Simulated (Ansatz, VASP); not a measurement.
Two plane-wave programs on TaAl4

```xyz
5
Lattice="-2.0271 2.0271 5.4761 2.0271 -2.0271 5.4761 2.0271 2.0271 -5.4761" Properties=species:S:1:pos:R:3 pbc="T T T"
Ta    0.0000    0.0000    0.0000
Al    0.0000    0.0000    4.2712
Al    2.0271    0.0000    2.7381
Al    0.0000    2.0271    2.7381
Al    0.0000    0.0000    6.6811
```

Change from the starting cell: species swapped into the SmAl4 type (I4/mmm, No. 139).

Alike in both runs: task single point; functional PBE; k mesh 6 × 6 × 6; occupations gaussian, width 0.1 eV; no spin polarisation.

|  | VASP | Ansatz |
| --- | --- | --- |
| version | VASP 6.6.1 | Ansatz 0.2.0 |
| potentials or method | VASP PAW PBE potentials, release 64 (Ta_pv, Al) | scalar-relativistic, plane waves, PAW |
| plane-wave cutoff (eV) | 520 | 420 |
| valence electrons in the cell | 23 | 25 |

VASP gave:

```
gap on the k mesh at the Fermi level (eV)       : none
pressure (GPa)                                  : -2.4
largest component of the traceless stress (GPa) : 7.03
rms of the force components (eV/Å)              : 0.447
```

Task: Which values does Ansatz return?

Result: gap on the k mesh at the Fermi level (eV): none; pressure (GPa): -2.4; largest component of the traceless stress (GPa): 7.02; rms of the force components (eV/Å): 0.447.

Atom by atom the forces differ by 0.000 eV/Å (rms over components). A gap of «none» marks a metal or a gap that the smearing closes. The two sets of potentials don't hold the same shells in valence.

Caveats: the k mesh is coarse (spacing up to 0.37 Å⁻¹), so the values aren't converged; forces of over 1 eV/Å show positions far from the minimum, so gaps and moduli don't describe the material at rest. Spin-orbit coupling is left out, which matters for the levels of Ta.
